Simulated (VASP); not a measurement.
Wanted: the native input for a VASP 6.6.1 run.

- Task: band structure
- Functional: RPBE
- Potentials or basis: VASP PAW PBE potentials, release 64 (Hf_pv, In_d, Si, O)
- Cutoff: 520 eV
- k mesh: 6 × 6 × 4
- Occupations: fermi-dirac, width 0.05 eV
- Spin: no spin polarisation
- Further INCAR settings: ALGO = Fast; EDIFF = 1e-07

Crystal: HfIn4SiO6.

```
CELL_PARAMETERS angstrom
2.73219 -4.72898 0.00846
2.73219 4.72898 0.00846
-1.89059 0.00000 7.56419
ATOMIC_POSITIONS crystal
Hf 0.78827 0.21173 0.00000
In 0.62172 0.37828 0.50000
In 0.45497 0.54503 0.00000
In 0.28428 0.71572 0.50000
In 0.95798 0.04202 0.50000
Si 0.12164 0.87836 0.00000
O 0.06135 0.11480 0.86877
O 0.88520 0.93865 0.13123
O 0.79572 0.53697 0.86868
O 0.46303 0.20428 0.13132
O 0.15129 0.62660 0.13128
O 0.37340 0.84871 0.86872
```

The cell was built by a generator and needn't be a form met in nature.

The input as run:

POSCAR

```
HfIn4SiO6                               
1.0
    2.7321928823     -4.7289794910      0.0084632939
    2.7321928823      4.7289794910      0.0084632939
   -1.8905915861      0.0000000000      7.5641915514
  Hf              In              Si              O             
     1     4     1     6
Direct
     0.7882703169268620    0.2117296830731381    0.0000000000000000
     0.6217205680150572    0.3782794319849430    0.5000000000000000
     0.4549698346392145    0.5450301653607854    0.0000000000000000
     0.2842813324280454    0.7157186675719547    0.5000000000000000
     0.9579775422995337    0.0420224577004661    0.5000000000000000
     0.1216426486439223    0.8783573513560777    0.0000000000000000
     0.0613515463030286    0.1148031871277751    0.8687743555406485
     0.8851968128722251    0.9386484536969715    0.1312256444593513
     0.7957194696198472    0.5369716386298683    0.8686847050884560
     0.4630283613701318    0.2042805303801530    0.1313152949115441
     0.1512854492194876    0.6266038823373672    0.1312776637094576
     0.3733961176626328    0.8487145507805126    0.8687223362905423
```

INCAR.step1

```
PREC = Accurate
ENCUT = 520
EDIFF = 1E-7
ISMEAR = -1
SIGMA = 0.05
LREAL = F
LASPH = T
NELM = 80
ALGO = Fast
ISIF = 2
LWAVE = F
LCHARG = T
LMAXMIX = 4
GGA = RP
KPAR = 4
```

KPOINTS.step1

```
regular mesh
0
Gamma
  6 6 4
```

INCAR.step2

```
PREC = Accurate
ENCUT = 520
EDIFF = 1E-7
ISMEAR = 0
SIGMA = 0.05
LREAL = F
LASPH = T
NELM = 80
ALGO = Fast
ISIF = 2
LWAVE = F
LCHARG = F
LMAXMIX = 4
GGA = RP
KPAR = 4
ICHARG = 11
```

KPOINTS.step2

```
path GYFHZIF1,H1Y1XGN,MG
10
line-mode
reciprocal
 0.0000000000  0.0000000000  0.0000000000  G
-0.3333490070 -0.3333490070  0.0569735895  Y

-0.3333490070 -0.3333490070  0.0569735895  Y
-0.3635935574 -0.3635935574  0.4067587612  F

-0.3635935574 -0.3635935574  0.4067587612  F
-0.3031044566 -0.3031044566  0.7071884177  H

-0.3031044566 -0.3031044566  0.7071884177  H
 0.0000000000  0.0000000000  0.5000000000  Z

 0.0000000000  0.0000000000  0.5000000000  Z
-0.5000000000  0.5000000000  0.5000000000  I

-0.5000000000  0.5000000000  0.5000000000  I
-0.6364064426  0.3635935574  0.5932412388  F1

-0.6968955434  0.3031044566  0.2928115823  H1
-0.6666509930  0.3333490070 -0.0569735895  Y1

-0.6666509930  0.3333490070 -0.0569735895  Y1
-0.5000000000  0.5000000000  0.0000000000  X

-0.5000000000  0.5000000000  0.0000000000  X
 0.0000000000  0.0000000000  0.0000000000  G

 0.0000000000  0.0000000000  0.0000000000  G
-0.5000000000  0.0000000000  0.0000000000  N

-0.5000000000  0.0000000000  0.5000000000  M
 0.0000000000  0.0000000000  0.0000000000  G
```

Potentials or basis: VASP PAW PBE potentials, release 64 (Hf_pv, In_d, Si, O).

The run is started by

```console
$ cat potpaw_PBE.64/Hf_pv/POTCAR potpaw_PBE.64/In_d/POTCAR potpaw_PBE.64/Si/POTCAR potpaw_PBE.64/O/POTCAR > POTCAR
$ cp INCAR.step1 INCAR
$ cp KPOINTS.step1 KPOINTS
$ mpirun -np 4 vasp_std > vasp.out
$ cp INCAR.step2 INCAR
$ cp KPOINTS.step2 KPOINTS
$ mpirun -np 4 vasp_std > vasp.out
```

It gave:

```yaml
Band_gap_along_the_path: none (metal or under the smearing width)
```

Caveat: the log is that of the step along the path at fixed density, whose energy, stress, charges and moments have no meaning; spin-orbit coupling is left out, which moves the levels of the heavy elements.

Wall time 17 min on 4 MPI ranks on AMD EPYC 7R13 Processor (Zen 3) (shared host), peak memory 1 GiB a rank.
